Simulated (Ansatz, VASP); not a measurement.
## HF (liquid hydrogen fluoride at 293 K): VASP beside Ansatz

Wanted: the spread between two codes on one cell, functional and k mesh. Of the first pair: The cell is taken from a series of runs on this material, whose earlier steps may have relaxed, scaled, displaced or heated it; both programs get it as it stands.

Calculated with Ansatz 0.2.0; plane waves, with VASP 6.6.1 beside it; PBE.

## Step 1: Set-up

The cell holds 112 atoms: 56 F and 56 H. Cell: a = 12.256 Å, b = 12.256 Å, c = 12.256 Å, α = 90.0°, β = 90.0°, γ = 90.0°. As first built, before any earlier steps moved the atoms or strained the cell (in the runner's words): 56 hydrogen fluoride placed at random, at 1.01 g/cm^3; overlaps pushed apart, then 10 ps at 393 K with a harmonic two-site HF with charges of 0.5 e and a 12-6 site on F. Snapshot after 20 ps at 293 K and fixed volume. The density is a measured one.

## Step 2: VASP: single point, PBE, pair 1

With cell and atoms fixed, the geometry can't cause a difference; cores, projectors, grids and the points listed under the comparison can.

Lines of VASP's logs that name or quote its potential files are left out, and so is its time.

INCAR reads:

```
SYSTEM = HF
PREC = Accurate
ENCUT = 600
EDIFF = 1E-06
NELM = 120
ISMEAR = -1
SIGMA = 0.025
LREAL = Auto
ALGO = Normal
GGA = PE
NBANDS = 304
LORBIT = 11
LWAVE = .FALSE.
LCHARG = .FALSE.
ISIF = 2
LASPH = .TRUE.
GGA_COMPAT = .FALSE.
EFERMI = MIDGAP
NCORE = 4
```

POSCAR reads:

```
HF
1.0
   12.2558200000      0.0000000000      0.0000000000
    0.0000000000     12.2558200000      0.0000000000
    0.0000000000      0.0000000000     12.2558200000
F H
56 56
Direct
    0.2172400000      0.4949400000      0.3959600000
    0.1443000000      0.5171800000      0.1043500000
    0.8267200000      0.8540300000      0.5379100000
    0.7090900000      0.5246800000      0.7900100000
    0.9362900000      0.7153200000      0.0440600000
    0.0143500000      0.5756600000      0.5741000000
    0.0720400000      0.7796200000      0.4170800000
    0.1100400000      0.3578900000      0.3015200000
    0.6494600000      0.0790400000      0.7130700000
    0.9126900000      0.3197900000      0.6179400000
    0.3440100000      0.4352900000      0.8981400000
    0.7727300000      0.4184100000      0.1069800000
    0.8336000000      0.5465900000      0.3765200000
    0.6504800000      0.9239300000      0.5919200000
    0.0476200000      0.0326700000      0.7555900000
    0.1397100000      0.8073400000      0.9106700000
    0.2314000000      0.6466600000      0.9823300000
    0.6397500000      0.6668000000      0.2364500000
    0.0547900000      0.1990500000      0.4069600000
    0.1616400000      0.9202800000      0.1344400000
    0.8205200000      0.8403600000      0.8200300000
    0.9172300000      0.8766800000      0.1594200000
    0.7355900000      0.0816700000      0.4121600000
    0.4119000000      0.1077600000      0.8266700000
    0.3923500000      0.7688500000      0.8291000000
    0.4380100000      0.2666500000      0.9434100000
    0.7717200000      0.2617400000      0.9854900000
    0.4663500000      0.5902000000      0.8761100000
    0.2594300000      0.0480700000      0.0202900000
    0.6361300000      0.1210400000      0.0172000000
[... 76 atom lines left out ...]
    0.1150800000      0.6073700000      0.6264400000
    0.0360000000      0.2978400000      0.0676000000
    0.9661400000      0.0890900000      0.6929700000
    0.8394600000      0.7476600000      0.5804900000
    0.3436800000      0.6752200000      0.2891400000
    0.1092800000      0.8780900000      0.3638400000
```

KPOINTS reads:

```
Automatic mesh
0
Gamma
1 1 1
0 0 0
```

PAW data sets: F and H (PBE family, release 64).

Run with:

```sh
$ mpirun -np 16 vasp_gam
```

Numbers of over 12 decimals in the logs are rounded to 6 here.

Log:

```text
[banner, memory and clock lines left out]
running   16 mpi-ranks, on    1 nodes
[...]
LDA part: xc-table for (Slater+PW92), standard interpolation
 POSCAR, INCAR and KPOINTS ok, starting setup
[...]
entering main loop
       N       E                     dE             d eps       ncg     rms          rms(c)
DAV:   1     0.460158323982E+04    0.46016E+04   -0.27149E+05   648   0.152E+03
DAV:   2    -0.399526713491E+02   -0.46415E+04   -0.45042E+04   744   0.369E+02
DAV:   3    -0.485182990691E+03   -0.44523E+03   -0.44296E+03   712   0.119E+02
DAV:   4    -0.492087029762E+03   -0.69040E+01   -0.68887E+01   720   0.168E+01
[...]
DAV:  18    -0.467063214968E+03   -0.15963E-05   -0.81800E-06   744   0.888E-03    0.310E-03
DAV:  19    -0.467063216122E+03   -0.11536E-05   -0.16999E-06   480   0.516E-03    0.305E-03
DAV:  20    -0.467063216514E+03   -0.39232E-06   -0.66262E-07   464   0.349E-03
   1 F= -.46706322E+03 E0= -.46706322E+03  d E =0.000000E+00
```

From OUTCAR (step 2):

```text
  FREE ENERGIE OF THE ION-ELECTRON SYSTEM (eV)
  ---------------------------------------------------
  free  energy   TOTEN  =      -467.0632165139 eV

  energy  without entropy=     -467.0632165139  energy(sigma->0) =     -467.06321651

[... 1 further part left out ...]
```

The run ends at a pressure of -0.13 GPa, with forces up to 0.20 eV/Å.

## Step 3: Ansatz: single point, PBE, pair 1

Ansatz runs on its default PAW (the set named soft_2) files.

The same cell, functional, mesh and smearing now go to Ansatz, which takes its cutoff from its data sets.

input.yaml reads:

```yaml
crystal:
  lattice:
    - [12.25582, 0.0, 0.0]
    - [0.0, 12.25582, 0.0]
    - [0.0, 0.0, 12.25582]
  atoms:
    - { symbol: F, position: [0.21724, 0.49494, 0.39596] }
    - { symbol: H, position: [0.2715, 0.53659, 0.35257] }
    - { symbol: F, position: [0.1443, 0.51718, 0.10435] }
    - { symbol: H, position: [0.10243, 0.45504, 0.07421] }
    - { symbol: F, position: [0.82672, 0.85403, 0.53791] }
    - { symbol: H, position: [0.75494, 0.88526, 0.55976] }
    - { symbol: F, position: [0.70909, 0.52468, 0.79001] }
    - { symbol: H, position: [0.6903, 0.60297, 0.7984] }
    - { symbol: F, position: [0.93629, 0.71532, 0.04406] }
    - { symbol: H, position: [0.87231, 0.66583, 0.04074] }
    - { symbol: F, position: [0.01435, 0.57566, 0.5741] }
    - { symbol: H, position: [0.94809, 0.61839, 0.59271] }
    - { symbol: F, position: [0.07204, 0.77962, 0.41708] }
    - { symbol: H, position: [0.03539, 0.72535, 0.36952] }
    - { symbol: F, position: [0.11004, 0.35789, 0.30152] }
    - { symbol: H, position: [0.1549, 0.41415, 0.33858] }
    - { symbol: F, position: [0.64946, 0.07904, 0.71307] }
    - { symbol: H, position: [0.64729, 0.15111, 0.67596] }
    - { symbol: F, position: [0.91269, 0.31979, 0.61794] }
    - { symbol: H, position: [0.91305, 0.24025, 0.63226] }
    - { symbol: F, position: [0.34401, 0.43529, 0.89814] }
    - { symbol: H, position: [0.38189, 0.36562, 0.91348] }
    - { symbol: F, position: [0.77273, 0.41841, 0.10698] }
    - { symbol: H, position: [0.77051, 0.35498, 0.05682] }
    - { symbol: F, position: [0.8336, 0.54659, 0.37652] }
    - { symbol: H, position: [0.84578, 0.47005, 0.40031] }
    - { symbol: F, position: [0.65048, 0.92393, 0.59192] }
    - { symbol: H, position: [0.65125, 0.98861, 0.64115] }
    - { symbol: F, position: [0.04762, 0.03267, 0.75559] }
    - { symbol: H, position: [0.08658, 0.07613, 0.81173] }
[... 76 atom lines left out ...]
    - { symbol: F, position: [0.8475, 0.67375, 0.61372] }
    - { symbol: H, position: [0.83946, 0.74766, 0.58049] }
    - { symbol: F, position: [0.35301, 0.59486, 0.29242] }
    - { symbol: H, position: [0.34368, 0.67522, 0.28914] }
    - { symbol: F, position: [0.1363, 0.94554, 0.32854] }
    - { symbol: H, position: [0.10928, 0.87809, 0.36384] }
kpoints:
  mp_grid: { grid: [1, 1, 1] }
hamiltonian:
  xc: pbe
scf:
  occupations: { method: fermi_dirac, width: 0.025 }
output:
  forces: true
  stress: true
  populations: true
  dos:
    method: { smearing: { sigma: 0.1 } }
    de: 0.1
    projected: { site_lists: { F: [F], H: [H] } }
  eigenvalues: true
  write_density: true
  write_potential: true
  volumetric_format: npy
```

Run with:

```sh
$ ansatz run input.yaml --threads 4 --pin off --max-ram 8192MiB --backend cpu --events-out ev --progress --plain --runs-dir out
```

Log:

```text
Engine: ansatz 0.2.0, x86_64-unknown-linux-gnu
Pseudopotentials: kind: paw
Pseudopotential: F, paw, valence charge 7, recommended cutoff 420 eV (normal), F.paw.azcp
Pseudopotential: H, paw, valence charge 1, recommended cutoff 420 eV (normal), H.paw.azcp
Functional definition: PBE
  parameter kappa = 0.804
  parameter beta = 0.066725
  exchange = pbe_x(kappa = kappa, mu = beta*pi^2/3)
  correlation = pbe_c(beta = beta)
Crystal: 112 atoms, lattice volume = 1840.887 Å³
Basis set: ecut = 420 eV, 36041 PW (Γ), exchange–correlation on 180×180×180 points (8 copies of the dense FFT grid, shifted against one another)
Bands: 336, of which v1, the nominal top of the filled ones, is band 224 counted from 1 (223 counted from 0)
Symmetry: 1 space group operations
Space group: P1 (ITA 1), of the structure as read, at distance tolerance 1.2e-4 Å
k-points: 1
Non-local potential: F, projectors of the file, l = 0: 2, l = 1: 2, l = 2: 1
Non-local potential: H, projectors of the file, l = 0: 2, l = 1: 1
PAW form: soft (Blöchl's): semilocal exchange-correlation on the pseudo side does not see the compensation charge
PAW one-centre angular grid: F, 110 points (default); XC on 64 Gauss nodes
PAW one-centre angular grid: H, 110 points (default); XC on 64 Gauss nodes
Initial density: superposition of atomic densities (neutral atoms: chi_scale 0, normalization atom), corrected by the library's trained network
Initial wavefunctions: pseudopotential atomic-orbital guess
Functional: x = pbe(κ = 0.804, μ = 0.219515), c = pbe(β = 0.066725)
SCF iter   1: F=—  HF=-46178.797851 eV  |F-HF|=—  |Δ(HF+E_count)|=         —  Δρ=3.23e-3  dr2=1.13e-1  ethr=1.77e-3  ⟨swp⟩=6.0  Hψ=1402  notcnv=0  defer=48
preconditioner: auto → Resta (q_TF=auto, 2.156 Å⁻¹)  ε∞=1.9  [insulator: Δε(μ)=7.848 eV  Ē_g=19.568 eV  σ=0.025 eV  W_gap=1.00  n_scr=304 (ndim 8)  ℏωp=18.3 eV  f_vac=0.484  D(μ)=0.00/eV (n_scr^D=0)  ε∞_Penn≈1.9]
SCF iter   2: F=—  HF=-46178.731534 eV  |F-HF|=—  |Δ(HF+E_count)|=   6.63e-2  Δρ=1.38e-3  dr2=2.68e-2  ethr=2.52e-5  ⟨swp⟩=2.0  Hψ=538  notcnv=0  defer=105
SCF iter   3: F=—  HF=-46178.728987 eV  |F-HF|=—  |Δ(HF+E_count)|=   2.55e-3  Δρ=4.98e-4  dr2=4.84e-3  ethr=5.99e-6  ⟨swp⟩=2.0  Hψ=406  notcnv=0  defer=105
SCF iter   4: F=—  HF=-46178.728404 eV  |F-HF|=—  |Δ(HF+E_count)|=   5.83e-4  Δρ=1.80e-4  dr2=6.09e-4  ethr=1.08e-6  ⟨swp⟩=3.0  Hψ=639  notcnv=0  defer=105
SCF iter   5: F=—  HF=-46178.728571 eV  |F-HF|=—  |Δ(HF+E_count)|=   1.67e-4  Δρ=6.85e-5  dr2=7.75e-5  ethr=1.36e-7  ⟨swp⟩=2.0  Hψ=433  notcnv=0  defer=105
SCF iter   6: F=—  HF=-46178.731949 eV  |F-HF|=—  |Δ(HF+E_count)|=   3.38e-3  Δρ=3.62e-5  dr2=1.48e-5  ethr=1.73e-8  ⟨swp⟩=2.0  Hψ=511  notcnv=0  defer=105
SCF iter   7: F=—  HF=-46178.731966 eV  |F-HF|=—  |Δ(HF+E_count)|=   1.71e-5  Δρ=6.89e-6  dr2=9.87e-7  ethr=3.31e-9  ⟨swp⟩=2.0  Hψ=434  notcnv=0  defer=105
SCF iter   8: F=—  HF=-46178.731975 eV  |F-HF|=—  |Δ(HF+E_count)|=   9.48e-6  Δρ=3.65e-6  dr2=1.57e-7  ethr=2.20e-10  ⟨swp⟩=2.0  Hψ=399  notcnv=0  defer=105
SCF iter   9: F=-46178.731976 eV  HF=-46178.731976 eV  |F-HF|=2.02e-7  |Δ(HF+E_count)|=   6.37e-7  Δρ=1.24e-6  dr2=2.16e-8  ethr=2.23e-11  ⟨swp⟩=23.0  Hψ=3406  notcnv=0
SCF 1 converged in 9 iterations: F = -46178.731976 eV  dr2 = 2.16e-8
  greatest PAW one-centre occupation: 0.929 electrons in one spin orbital (limit 2), on the F atom at site 18 (counted from 0), in its partial waves of l = 0
[...]
atom  64  H     -0.00087141    -0.00077929     0.00172863
  atom  65  F      0.00063567     0.00016762     0.00020305
  atom  66  H     -0.00083749    -0.00149701    -0.00159629
  atom  67  F     -0.00191932     0.00207487    -0.00022951
  atom  68  H     -0.00103583    -0.00165170    -0.00046890
  atom  69  F      0.00013106     0.00536517    -0.00375979
  atom  70  H      0.00262971    -0.00608848     0.00440422
  atom  71  F      0.00075830     0.00126067     0.00087138
  atom  72  H     -0.00222265    -0.00127180    -0.00142737
  atom  73  F      0.00505297    -0.00014814    -0.00164557
  atom  74  H     -0.00493208    -0.00139445     0.00225283
  atom  75  F      0.00604760     0.00120322     0.00039550
  atom  76  H     -0.00357241    -0.00037369     0.00155800
  atom  77  F      0.00180073    -0.00302056     0.00566928
  atom  78  H      0.00088848     0.00282264    -0.00355246
  atom  79  F     -0.00280642     0.00165650    -0.00008589
  atom  80  H      0.00181532     0.00097475    -0.00014597
  atom  81  F     -0.00005679    -0.00034016     0.00136581
  atom  82  H      0.00117650     0.00079546    -0.00143748
  atom  83  F     -0.00023894     0.00001788    -0.00171827
  atom  84  H     -0.00153874     0.00101970     0.00058609
  atom  85  F     -0.00063009    -0.00154509    -0.00125256
  atom  86  H      0.00143247     0.00055111     0.00080118
  atom  87  F      0.00625610     0.00389936     0.00525312
[...]
atom 105  F      0.02927402    -0.00308771     0.02048331
  atom 106  H     -0.01538785     0.00185308    -0.01121187
  atom 107  F     -0.00023711     0.00115438    -0.00093243
  atom 108  H      0.00096894    -0.00078350    -0.00172974
  atom 109  F      0.00055598     0.00118772    -0.00048202
  atom 110  H     -0.00012596    -0.00349723     0.00130458
  atom 111  F      0.00038816     0.00140114    -0.00045227
  atom 112  H      0.00040153    -0.00109467    -0.00006388
  max |Σ_I F_I| component: 2.17e-5 eV/Å
--- Stress (GPa, compression-positive) ---
        0.026100      -0.044799      -0.011681
       -0.044799      -0.127132       0.013351
       -0.011681       0.013351       0.012642
  P = ⅓ Tr σ = -0.0295 GPa (-0.295 kbar)
--- Band table (eV) ---
  k-point 0: bands = [... 220 lower, -6.6504, -6.6308, -6.6226, -6.5521, 1.2081, 2.3296, 2.3811, 2.4196, ... 108 higher]
--- Löwdin populations: 112 sites ---
  site symbol       q [e]
     0      F      7.4271
     1      H      0.5224
     2      F      7.4256
     3      H      0.5205
     4      F      7.4203
     5      H      0.5273
     6      F      7.4209
     7      H      0.5233
     8      F      7.4301
     9      H      0.5239
    10      F      7.4281
    11      H      0.5252
    12      F      7.4270
    13      H      0.5252
    14      F      7.4276
    15      H      0.5217
    16      F      7.4207
    17      H      0.5245
    18      F      7.4200
    19      H      0.5225
    20      F      7.4267
    21      H      0.5202
    22      F      7.4250
    23      H      0.5207
[...]
104      F      7.4281
   105      H      0.5194
   106      F      7.4260
   107      H      0.5296
   108      F      7.4250
   109      H      0.5238
   110      F      7.4186
   111      H      0.5212
  spilling = 0.006490 (of n_electrons = 448.000000)
```

In the SCF lines HF is the Harris–Foulkes energy and dr2 the Hartree energy of the density residual, in eV; the loop may stop once dr2 is under the threshold and the program's other checks hold. Hψ counts applications of the Hamiltonian.

## Step 4: Comparison

Known differences besides the potentials themselves: the cutoff is 420 eV in Ansatz and 600 eV in VASP (PREC = Accurate, projectors in real space). Total energies have different zeros and are not compared.

Both answers:

| quantity | Ansatz | VASP | difference |
| --- | --- | --- | --- |
| pressure (GPa) | -0.03 | -0.13 | +0.10 |
| gap on the k mesh (eV) | 7.760 | 7.732 | +0.028 |

Forces on 8 of the 112 atoms, those with the largest forces and the largest differences (eV/Å; atoms numbered as in POSCAR):

| atom | Ansatz x, y, z | VASP x, y, z |
| --- | --- | --- |
| H61 | -0.003, -0.004, -0.002 | -0.156, -0.122, -0.026 |
| H66 | -0.004, -0.004, 0.000 | -0.009, -0.193, 0.042 |
| H67 | 0.001, -0.001, 0.000 | 0.084, -0.171, 0.048 |
| H72 | -0.002, 0.005, -0.002 | 0.105, -0.137, 0.076 |
| H77 | 0.005, -0.001, -0.002 | 0.180, -0.065, -0.044 |
| H85 | -0.004, -0.001, 0.002 | -0.084, -0.136, 0.116 |
| H91 | 0.003, -0.006, 0.004 | 0.068, -0.152, 0.113 |
| H107 | -0.005, -0.002, -0.005 | -0.171, -0.061, -0.077 |

The forces differ by 105 meV/Å r.m.s., where the r.m.s. force is 0.004 eV/Å in Ansatz and 0.104 eV/Å in VASP: the atoms lie near their places of rest in Ansatz, so a percentage would say little (all taken over all components). A gap on the mesh is an upper bound, since the band edges may lie between its points.

## Step 5: Ansatz: relaxation, PBE

The two programs are compared at the cell with which this relaxation starts, whose forces are those of its first step.

The structure compared here is the start of the Ansatz relaxation; VASP solves that cell, so the two are compared at the walk's first step.

input.yaml reads:

```yaml
crystal:
  lattice:
    - [12.25582, 0.0, 0.0]
    - [0.0, 12.25582, 0.0]
    - [0.0, 0.0, 12.25582]
  atoms:
    - { symbol: F, position: [0.3437, 0.42574, 0.29858] }
    - { symbol: H, position: [0.3709, 0.48259, 0.25067] }
    - { symbol: F, position: [0.15411, 0.68442, 0.19298] }
    - { symbol: H, position: [0.11148, 0.62196, 0.21447] }
    - { symbol: F, position: [0.7497, 0.74594, 0.55967] }
    - { symbol: H, position: [0.71007, 0.81694, 0.55949] }
    - { symbol: F, position: [0.64711, 0.50375, 0.95775] }
    - { symbol: H, position: [0.6686, 0.57868, 0.94424] }
    - { symbol: F, position: [0.97173, 0.81388, 0.08885] }
    - { symbol: H, position: [0.96172, 0.74331, 0.05217] }
    - { symbol: F, position: [0.98272, 0.49137, 0.58036] }
    - { symbol: H, position: [0.91728, 0.52213, 0.60921] }
    - { symbol: F, position: [0.09864, 0.70857, 0.44759] }
    - { symbol: H, position: [0.02827, 0.69003, 0.42228] }
    - { symbol: F, position: [0.24221, 0.26573, 0.32092] }
    - { symbol: H, position: [0.2933, 0.32794, 0.31024] }
    - { symbol: F, position: [0.5953, 0.08305, 0.62204] }
    - { symbol: H, position: [0.56917, 0.14917, 0.66216] }
    - { symbol: F, position: [0.86033, 0.26264, 0.53048] }
    - { symbol: H, position: [0.86024, 0.20151, 0.58178] }
    - { symbol: F, position: [0.32039, 0.45026, 0.80241] }
    - { symbol: H, position: [0.28784, 0.39654, 0.84742] }
    - { symbol: F, position: [0.90344, 0.44913, 0.99771] }
    - { symbol: H, position: [0.86385, 0.39519, 0.95751] }
    - { symbol: F, position: [0.8068, 0.54723, 0.28133] }
    - { symbol: H, position: [0.80961, 0.4762, 0.3149] }
    - { symbol: F, position: [0.64669, 0.9083, 0.58632] }
    - { symbol: H, position: [0.63171, 0.98343, 0.58177] }
    - { symbol: F, position: [0.94154, 0.13684, 0.81931] }
    - { symbol: H, position: [0.00174, 0.12615, 0.86312] }
[... 76 atom lines left out ...]
    - { symbol: F, position: [0.83164, 0.59983, 0.63026] }
    - { symbol: H, position: [0.79683, 0.66606, 0.6003] }
    - { symbol: F, position: [0.37858, 0.58529, 0.19825] }
    - { symbol: H, position: [0.36859, 0.662, 0.21374] }
    - { symbol: F, position: [0.17267, 0.86606, 0.39063] }
    - { symbol: H, position: [0.15387, 0.79735, 0.4241] }
kpoints:
  mp_grid: { grid: [1, 1, 1] }
hamiltonian:
  xc: pbe
scf:
  occupations: { method: fermi_dirac, width: 0.025 }
output:
  forces: true
relax:
  f_tol: 0.05
  max_steps: 200
```

Log:

```text
[...]
Crystal: 112 atoms, lattice volume = 1840.887 Å³
Basis set: ecut = 420 eV, 36041 PW (Γ), exchange–correlation on 180×180×180 points (8 copies of the dense FFT grid, shifted against one another)
Bands: 336, of which v1, the nominal top of the filled ones, is band 224 counted from 1 (223 counted from 0)
Symmetry: 1 space group operations
[...]
k-points: 1
[...]
- { symbol: F, position: [0.912689, 0.319788, 0.617939] }
    - { symbol: H, position: [0.913055, 0.240245, 0.632259] }
    - { symbol: F, position: [0.344009, 0.435295, 0.898142] }
[...]
- { symbol: F, position: [0.908377, 0.123911, 0.648109] }
    - { symbol: H, position: [0.966137, 0.089086, 0.692966] }
    - { symbol: F, position: [0.847495, 0.673755, 0.613719] }
    - { symbol: H, position: [0.839459, 0.747661, 0.580488] }
    - { symbol: F, position: [0.353014, 0.594862, 0.292417] }
    - { symbol: H, position: [0.343675, 0.675216, 0.289145] }
    - { symbol: F, position: [0.136304, 0.945544, 0.328538] }
    - { symbol: H, position: [0.109279, 0.878088, 0.363838] }
```

(Continued in part 2 of 2.)

[Lines on the potential files, build, host, timing and source positions are cut from VASP's logs without a mark.]

[Logs are printed without paths, hosts, clocks, repeated set-up lines and the standing remarks that a program may print on its own settings, such as how far it seeks lower states.]

[Hosts, paths, dates, database ids (printed as entryN), source tags and the programs' standing remarks are cut or masked in the printed files.]
